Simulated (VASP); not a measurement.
Here is the system:

```
CELL_PARAMETERS angstrom
      5.10449     0.00000     0.00000
      0.00000     5.10449     0.00000
      0.00000     0.00000     5.10449
ATOMIC_POSITIONS crystal
  Be 0.00702 0.99298 0.99298
  Be 0.49298 0.50702 0.99298
  Be 0.49298 0.99298 0.50702
  Be 0.00702 0.50702 0.50702
  Se 0.25000 0.25000 0.25000
  Se 0.75000 0.75000 0.25000
  Se 0.75000 0.25000 0.75000
  S  0.25000 0.75000 0.75000
```

Method: PBE GGA, VASP's PBE PAW potentials (set 64) (plane waves; VASP). Settings: 400 eV cut-off, Gaussian smearing of 0.050 eV, potentials Be Se S.

Problem. Give the energies of bands 7 to 20 at the high-symmetry points, in eV from the valence-band maximum.

Solution. 
| band | Γ | X | M | R |
|---|---|---|---|---|
| 7 | -5.03 | -3.77 | -4.45 | -5.71 |
| 8 | -2.79 | -3.77 | -4.20 | -5.49 |
| 9 | -2.79 | -3.49 | -3.46 | -1.52 |
| 10 | -2.79 | -3.21 | -3.03 | -1.52 |
| 11 | -2.51 | -2.87 | -3.03 | -1.52 |
| 12 | -2.51 | -2.75 | -2.86 | -0.90 |
| 13 | -2.51 | -1.85 | -1.41 | -0.90 |
| 14 | 0.00 | -1.85 | -1.41 | -0.90 |
| 15 | 0.00 | -1.39 | -0.99 | -0.71 |
| 16 | 0.00 | -1.39 | -0.79 | -0.71 |
| 17 | 2.60 | 3.85 | 4.96 | 4.30 |
| 18 | 2.60 | 3.92 | 5.14 | 4.54 |
| 19 | 2.97 | 5.66 | 5.35 | 4.54 |
| 20 | 4.32 | 5.93 | 5.35 | 4.54 |

The gap is direct, 2.60 eV, from the valence maximum at Γ to the conduction minimum at Γ.

The structure was generated: Be4SSe3 was put into an ordered model structure (P-43m), which need not be its known phase. It was relaxed first.
